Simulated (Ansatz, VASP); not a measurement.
**Al2O3 (liquid Al2O3 at 3000 K): VASP beside Ansatz**

Aim: how closely do two programs agree when they are given the same cell, functional and k mesh? The cell is taken from a series of runs on this material, whose earlier steps may have relaxed, scaled, displaced or heated it; both programs get it as it stands.

Main program and level: Ansatz 0.2.0; plane waves, with VASP 6.6.1 beside it; single point at PBEsol.

## (1) Starting point

The cell holds 175 atoms: 70 Al and 105 O. Its edges and angles: a = 12.870 Å, b = 12.870 Å, c = 12.870 Å, α = 90.0°, β = 90.0°, γ = 90.0°. As first built, before any earlier steps moved the atoms (in the runner's words): 175 atoms (70 Al, 105 O) placed at random at 2.78 g/cm^3, melted at 4500 K for 20 ps at fixed volume with the Morse and Coulomb pair potential with partial charges (Pedone, Malavasi, Menziani, Cormack and Segre, J. Phys. Chem. B 110, 11780 (2006)). Snapshot at the end of a hold of 20 ps at 3000 K and fixed volume. The density is a measured one.

## (2) Ansatz: single point, PBEsol

Ansatz runs on its default PAW (the set named soft_2) files.

A single point gives forces, pressure and levels at one fixed geometry, so differences don't come from the geometry; what else differs is listed under the comparison.

input.yaml reads:

```yaml
crystal:
  lattice:
    - [12.8697, 0.0, 0.0]
    - [0.0, 12.8697, 0.0]
    - [0.0, 0.0, 12.8697]
  atoms:
    - { symbol: Al, position: [0.89773, 0.99515, 0.19172] }
    - { symbol: Al, position: [0.04966, 0.95598, 0.98458] }
    - { symbol: Al, position: [0.77505, 0.95354, 0.01339] }
    - { symbol: Al, position: [0.66399, 0.10552, 0.15061] }
    - { symbol: Al, position: [0.6121, 0.63217, 0.10228] }
    - { symbol: Al, position: [0.09257, 0.66672, 0.40704] }
    - { symbol: Al, position: [0.94138, 0.92063, 0.38375] }
    - { symbol: Al, position: [0.67788, 0.28224, 0.29572] }
    - { symbol: Al, position: [0.48541, 0.61149, 0.54915] }
    - { symbol: Al, position: [0.72184, 0.45895, 0.93369] }
    - { symbol: Al, position: [0.32318, 0.33875, 0.0339] }
    - { symbol: Al, position: [0.88769, 0.76997, 0.9681] }
    - { symbol: Al, position: [0.10166, 0.9266, 0.70868] }
    - { symbol: Al, position: [0.94399, 0.5013, 0.53105] }
    - { symbol: Al, position: [0.97432, 0.78081, 0.55482] }
    - { symbol: Al, position: [0.35927, 0.70927, 0.40588] }
    - { symbol: Al, position: [0.75743, 0.61675, 0.32829] }
    - { symbol: Al, position: [0.16152, 0.87427, 0.44129] }
    - { symbol: Al, position: [0.56345, 0.41434, 0.45244] }
    - { symbol: Al, position: [0.87315, 0.79065, 0.75754] }
    - { symbol: Al, position: [0.80492, 0.18631, 0.5572] }
    - { symbol: Al, position: [0.10211, 0.07344, 0.50621] }
    - { symbol: Al, position: [0.56121, 0.7534, 0.72952] }
    - { symbol: Al, position: [0.28112, 0.29085, 0.8085] }
    - { symbol: Al, position: [0.45132, 0.20528, 0.5218] }
    - { symbol: Al, position: [0.35896, 0.90526, 0.30854] }
    - { symbol: Al, position: [0.51113, 0.9978, 0.74804] }
    - { symbol: Al, position: [0.69209, 0.63901, 0.84051] }
    - { symbol: Al, position: [0.21098, 0.74461, 0.63757] }
    - { symbol: Al, position: [0.84301, 0.22573, 0.75375] }
[... 139 atom lines left out ...]
    - { symbol: O, position: [0.90452, 0.91323, 0.97816] }
    - { symbol: O, position: [0.22451, 0.00847, 0.72054] }
    - { symbol: O, position: [0.62873, 0.02468, 0.68358] }
    - { symbol: O, position: [0.81182, 0.51806, 0.592] }
    - { symbol: O, position: [0.60824, 0.38095, 0.69375] }
    - { symbol: O, position: [0.53048, 0.10468, 0.47766] }
kpoints:
  mp_grid: { grid: [1, 1, 1] }
hamiltonian:
  xc: pbesol
scf:
  occupations: { method: fixed }
output:
  forces: true
  stress: true
  populations: true
  dos:
    method: { smearing: { sigma: 0.08 } }
    de: 0.1
    projected: { site_lists: { Al: [Al], O: [O] } }
  eigenvalues: true
```

Command:

```
$ ansatz run input.yaml --threads 4 --pin off --max-ram 8192MiB --backend cpu --events-out ev --progress --plain --runs-dir out
```

Numbers of over 12 decimals in the logs are rounded to 6 here.

Log:

```text
Engine: ansatz 0.2.0, x86_64-unknown-linux-gnu
Pseudopotentials: kind: paw
Pseudopotential: Al, paw, valence charge 3, recommended cutoff 420 eV (normal), Al.paw.azcp
Pseudopotential: O, paw, valence charge 6, recommended cutoff 420 eV (normal), O.paw.azcp
Functional definition: PBEsol
  exchange = pbesol_x
  correlation = pbesol_c
Crystal: 175 atoms, lattice volume = 2131.598 Å³
Basis set: ecut = 420 eV, 41851 PW (Γ), exchange–correlation on 180×180×180 points (8 copies of the dense FFT grid, shifted against one another)
Bands: 595, of which v1, the nominal top of the filled ones, is band 420 counted from 1 (419 counted from 0)
Symmetry: 1 space group operations
Space group: P1 (ITA 1), of the structure as read, at distance tolerance 1.3e-4 Å
k-points: 1
Non-local potential: Al, projectors of the file, l = 0: 2, l = 1: 2, l = 2: 1
Non-local potential: O, projectors of the file, l = 0: 2, l = 1: 2, l = 2: 1
PAW form: soft (Blöchl's): semilocal exchange-correlation on the pseudo side does not see the compensation charge
PAW frozen core: Al, regenerated for the run's functional, and the local potential with it (the file was generated under x = pbe(κ = 0.804, μ = 0.219515), c = pbe(β = 0.066725))
PAW frozen core: O, regenerated for the run's functional, and the local potential with it (the file was generated under x = pbe(κ = 0.804, μ = 0.219515), c = pbe(β = 0.066725))
PAW one-centre angular grid: Al, 110 points (default); XC on 64 Gauss nodes
PAW one-centre angular grid: O, 110 points (default); XC on 64 Gauss nodes
Initial density: superposition of atomic densities (neutral atoms: chi_scale 0, normalization atom), corrected by the library's trained network
Initial wavefunctions: pseudopotential atomic-orbital guess
Functional: x = pbesol(κ = 0.804, μ = 0.123457), c = pbesol(β = 0.046)
SCF iter   1: F=—  HF=-95830.945848 eV  |F-HF|=—  |Δ(HF+E_count)|=         —  Δρ=1.22e-2  dr2=2.90e0  ethr=1.77e-3  ⟨swp⟩=5.0  Hψ=2138  notcnv=0  defer=173
preconditioner: auto → Resta (q_TF=auto, 2.336 Å⁻¹)  ε∞=3.5  [insulator: Δε(μ)=1.814 eV  Ē_g=14.869 eV  n_scr=460 (ndim 8)  ℏωp=23.3 eV  f_vac=0.086  ε∞_Penn≈3.5]
SCF iter   2: F=—  HF=-95830.136403 eV  |F-HF|=—  |Δ(HF+E_count)|=   8.09e-1  Δρ=2.45e-3  dr2=2.39e-1  ethr=3.45e-4  ⟨swp⟩=3.0  Hψ=921  notcnv=0  defer=173
SCF iter   3: F=—  HF=-95830.103149 eV  |F-HF|=—  |Δ(HF+E_count)|=   3.33e-2  Δρ=1.25e-3  dr2=9.09e-2  ethr=2.84e-5  ⟨swp⟩=3.0  Hψ=678  notcnv=0  defer=173
SCF iter   4: F=—  HF=-95830.091385 eV  |F-HF|=—  |Δ(HF+E_count)|=   1.18e-2  Δρ=9.68e-4  dr2=1.77e-2  ethr=1.08e-5  ⟨swp⟩=3.0  Hψ=790  notcnv=0  defer=173
SCF iter   5: F=—  HF=-95830.088539 eV  |F-HF|=—  |Δ(HF+E_count)|=   2.85e-3  Δρ=2.16e-4  dr2=1.48e-3  ethr=2.11e-6  ⟨swp⟩=2.0  Hψ=769  notcnv=0  defer=173
SCF iter   6: F=—  HF=-95830.089449 eV  |F-HF|=—  |Δ(HF+E_count)|=   9.10e-4  Δρ=1.25e-4  dr2=3.16e-4  ethr=1.76e-7  ⟨swp⟩=3.0  Hψ=845  notcnv=0  defer=173
SCF iter   7: F=—  HF=-95830.089534 eV  |F-HF|=—  |Δ(HF+E_count)|=   8.51e-5  Δρ=4.76e-5  dr2=5.17e-5  ethr=3.76e-8  ⟨swp⟩=2.0  Hψ=843  notcnv=0  defer=173
SCF iter   8: F=—  HF=-95830.090846 eV  |F-HF|=—  |Δ(HF+E_count)|=   1.31e-3  Δρ=1.62e-5  dr2=7.22e-6  ethr=6.15e-9  ⟨swp⟩=2.0  Hψ=1012  notcnv=0  defer=172
SCF iter   9: F=—  HF=-95830.090856 eV  |F-HF|=—  |Δ(HF+E_count)|=   1.02e-5  Δρ=1.13e-5  dr2=2.38e-6  ethr=8.60e-10  ⟨swp⟩=2.0  Hψ=842  notcnv=0  defer=172
SCF iter  10: F=—  HF=-95830.090857 eV  |F-HF|=—  |Δ(HF+E_count)|=   7.93e-7  Δρ=2.56e-6  dr2=2.08e-7  ethr=2.83e-10  ⟨swp⟩=2.0  Hψ=840  notcnv=0  defer=172
SCF iter  11: F=-95830.090857 eV  HF=-95830.090857 eV  |F-HF|=2.17e-9  |Δ(HF+E_count)|=   3.07e-7  Δρ=1.96e-6  dr2=7.34e-8  ethr=1.19e-11  ⟨swp⟩=24.0  Hψ=3964  notcnv=0
SCF 1 converged in 11 iterations: F = -95830.090857 eV  dr2 = 7.34e-8
  greatest PAW one-centre occupation: 0.864 electrons in one spin orbital (limit 2), on the O atom at site 161 (counted from 0), in its partial waves of l = 0
SCF converged after 11 iterations
Free energy (F): -95830.090857 eV
Harris-Foulkes:  -95830.090857 eV  (|F-HF|=2.17e-9)
Internal energy: -95830.090857 eV  (E = F + TS)
E sigma→0 (E₀):  -95830.090857 eV
Fermi energy:    4.164573 eV
--- Per-component energies (eV) ---
  E_band       = -2221.207093
  E_kinetic    = 20329.587012
  E_local      = -53512.032865  (includes V_loc(G=0)·N_el)
  E_nonlocal   = 5741.081642
  E_hartree    = 20620.217189
  E_xc         = -10482.150068
  E_vxc        = -11955.437432  (∫ρ·V_xc dr)
  E_paw        = -47884.164389  (= ΣΔE_a)
  E_vpaw       = -4065.071069  (= ΣTr[D̂ρ^β])
  E_aug_tail   = 0.262796  (compensation charges beyond the density's cutoff)
  E_ewald      = -30647.937136
  E_core_change = 5.044962  (= ΣΔE_core)
  E_smearing   = -0.000000  (= −TS)
  E_closure    = -0.000000  (closes the sum)
  Σ components = -95830.090857   (vs F -95830.090857, Δ=0.00e0)
[...]
--- Löwdin populations: 175 sites ---
  site symbol       q [e]
     0     Al      1.6639
     1     Al      1.6902
     2     Al      1.6736
     3     Al      1.6504
     4     Al      1.6186
     5     Al      1.7197
     6     Al      1.6750
     7     Al      1.7042
     8     Al      1.7114
     9     Al      1.6124
    10     Al      1.6566
    11     Al      1.6616
    12     Al      1.7340
    13     Al      1.6351
    14     Al      1.6908
    15     Al      1.7259
    16     Al      1.6796
    17     Al      1.7303
    18     Al      1.6765
    19     Al      1.6617
    20     Al      1.6414
    21     Al      1.6593
    22     Al      1.6366
    23     Al      1.6650
[...]
167      O      6.7861
   168      O      6.8219
   169      O      6.8003
   170      O      6.8122
   171      O      6.8249
   172      O      6.7951
   173      O      6.8589
   174      O      6.8100
  spilling = 0.008811 (of n_electrons = 840.000000)
```

The column dr2 measures how far the density is from self-consistency, as an energy; F and HF (Harris–Foulkes) agree once it is small.

## (3) VASP: single point, PBEsol

The same cell, functional and mesh now go to VASP, with its own data sets.

Lines of VASP's logs that name or quote its potential files are left out, and so is its time.

INCAR reads:

```
SYSTEM = Al2O3
PREC = Accurate
ENCUT = 600
EDIFF = 1E-06
NELM = 120
ISMEAR = 0
SIGMA = 0.01
LREAL = Auto
ALGO = Normal
GGA = PS
NBANDS = 542
LORBIT = 11
LWAVE = .FALSE.
LCHARG = .FALSE.
ISIF = 2
LASPH = .TRUE.
GGA_COMPAT = .FALSE.
EFERMI = MIDGAP
```

POSCAR reads:

```
Al2O3
1.0
   12.8697000000      0.0000000000      0.0000000000
    0.0000000000     12.8697000000      0.0000000000
    0.0000000000      0.0000000000     12.8697000000
Al O
70 105
Direct
    0.8977300000      0.9951500000      0.1917200000
    0.0496600000      0.9559800000      0.9845800000
    0.7750500000      0.9535400000      0.0133900000
    0.6639900000      0.1055200000      0.1506100000
    0.6121000000      0.6321700000      0.1022800000
    0.0925700000      0.6667200000      0.4070400000
    0.9413800000      0.9206300000      0.3837500000
    0.6778800000      0.2822400000      0.2957200000
    0.4854100000      0.6114900000      0.5491500000
    0.7218400000      0.4589500000      0.9336900000
    0.3231800000      0.3387500000      0.0339000000
    0.8876900000      0.7699700000      0.9681000000
    0.1016600000      0.9266000000      0.7086800000
    0.9439900000      0.5013000000      0.5310500000
    0.9743200000      0.7808100000      0.5548200000
    0.3592700000      0.7092700000      0.4058800000
    0.7574300000      0.6167500000      0.3282900000
    0.1615200000      0.8742700000      0.4412900000
    0.5634500000      0.4143400000      0.4524400000
    0.8731500000      0.7906500000      0.7575400000
    0.8049200000      0.1863100000      0.5572000000
    0.1021100000      0.0734400000      0.5062100000
    0.5612100000      0.7534000000      0.7295200000
    0.2811200000      0.2908500000      0.8085000000
    0.4513200000      0.2052800000      0.5218000000
    0.3589600000      0.9052600000      0.3085400000
    0.5111300000      0.9978000000      0.7480400000
    0.6920900000      0.6390100000      0.8405100000
    0.2109800000      0.7446100000      0.6375700000
    0.8430100000      0.2257300000      0.7537500000
[... 139 atom lines left out ...]
    0.9045200000      0.9132300000      0.9781600000
    0.2245100000      0.0084700000      0.7205400000
    0.6287300000      0.0246800000      0.6835800000
    0.8118200000      0.5180600000      0.5920000000
    0.6082400000      0.3809500000      0.6937500000
    0.5304800000      0.1046800000      0.4776600000
```

KPOINTS reads:

```
Automatic mesh
0
Gamma
1 1 1
0 0 0
```

Potentials, in the order of the species: Al and O (PBE family, release 64).

Command:

```
$ export OMP_NUM_THREADS=3
$ mpirun -np 1 vasp_gam
```

Log:

```text
[banner, memory and clock lines left out]
running    1 mpi-ranks, on    1 nodes
[...]
Offloading initialized ...    1 GPUs detected
[...]
|                                                                             |
|               ----> ADVICE to this user running VASP <----                  |
|                                                                             |
|     You enforced a specific xc type in the INCAR file but a different       |
|     [... a line on the potential file left out ...]
|     I HOPE YOU KNOW WHAT YOU ARE DOING!                                     |
|                                                                             |

 LDA part: xc-table for (Slater+PW92), standard interpolation
 POSCAR, INCAR and KPOINTS ok, starting setup
[...]
entering main loop
       N       E                     dE             d eps       ncg     rms          rms(c)
DAV:   1     0.774873511851E+04    0.77487E+04   -0.52207E+05  1084   0.169E+03
DAV:   2    -0.752448014348E+03   -0.85012E+04   -0.81843E+04  1362   0.374E+02
DAV:   3    -0.148886404869E+04   -0.73642E+03   -0.73074E+03  1272   0.116E+02
DAV:   4    -0.150428314317E+04   -0.15419E+02   -0.15350E+02  1272   0.182E+01
[...]
DAV:  18    -0.132676811385E+04    0.84773E-05   -0.62830E-05  1216   0.160E-02    0.956E-03
DAV:  19    -0.132676811631E+04   -0.24581E-05   -0.11283E-05  1176   0.642E-03    0.500E-03
DAV:  20    -0.132676811718E+04   -0.87094E-06   -0.29636E-06   936   0.413E-03
   1 F= -.13267681E+04 E0= -.13267681E+04  d E =0.000000E+00
```

OUTCAR, selected parts (step 3):

```text
  FREE ENERGIE OF THE ION-ELECTRON SYSTEM (eV)
  ---------------------------------------------------
  free  energy   TOTEN  =     -1326.7681171795 eV

  energy  without entropy=    -1326.7681171795  energy(sigma->0) =    -1326.76811718

[... 1 further part left out ...]
```

The run ends at a pressure of -4.55 GPa, with forces up to 2.7 eV/Å.

## (4) Side by side

Known differences besides the potentials themselves: fixed occupations in Ansatz, narrow Gaussian smearing in VASP; the cutoff is 420 eV in Ansatz and 600 eV in VASP (PREC = Accurate, projectors in real space); Ansatz makes its cores anew for this functional, VASP keeps those of its PBE data sets. Total energies have different zeros and are not compared.

Both answers:

| quantity | Ansatz | VASP | difference |
| --- | --- | --- | --- |
| pressure (GPa) | -4.49 | -4.55 | +0.06 |
| gap on the k mesh (eV) | 1.356 | 1.330 | +0.026 |

Forces on 10 of the 175 atoms, those with the largest forces and the largest differences (eV/Å; atoms numbered as in POSCAR):

| atom | Ansatz x, y, z | VASP x, y, z |
| --- | --- | --- |
| Al5 | -0.384, 0.540, 0.777 | -0.374, 0.515, 0.745 |
| Al10 | 1.661, 2.191, -0.316 | 1.603, 2.179, -0.331 |
| Al17 | 0.064, 0.056, 0.119 | 0.048, 0.127, 0.139 |
| Al28 | -0.142, 0.861, -0.455 | -0.126, 0.871, -0.439 |
| Al36 | 0.090, 0.067, -0.100 | 0.138, 0.083, -0.046 |
| Al45 | 0.831, 0.136, 0.732 | 0.875, 0.131, 0.692 |
| Al59 | 0.229, -0.117, -0.869 | 0.299, -0.100, -0.875 |
| O81 | -0.033, -1.416, -0.279 | -0.050, -1.404, -0.265 |
| O109 | -1.520, -0.494, -0.519 | -1.493, -0.519, -0.521 |
| O126 | -0.320, -0.845, 0.883 | -0.327, -0.851, 0.846 |

The forces differ by 18 meV/Å r.m.s., which is 7.8 % of the r.m.s. force of 0.224 eV/Å (both taken over all components). A gap on the mesh is an upper bound, since the band edges may lie between its points.

## (5) What came out

```json
{"r.m.s. force difference (single point, PBEsol)": "7.8 % of the r.m.s. force"}
```

**Reading.** The r.m.s. force difference is 7.8 % of the r.m.s. force (single point, PBEsol), beyond the 3 % picked in this series as the mark of a large difference. What causes the difference of the single point, PBEsol pair stays open here. How closely two codes agree says nothing of how well the functional describes the real material.

[Lines on the potential files, build, host, timing and source positions are cut from VASP's logs without a mark.]

[Logs are printed without paths, hosts, clocks, repeated set-up lines and the standing remarks that a program may print on its own settings, such as how far it seeks lower states.]

[Hosts, paths, dates, database ids (printed as entryN), source tags and the programs' standing remarks are cut or masked in the printed files.]
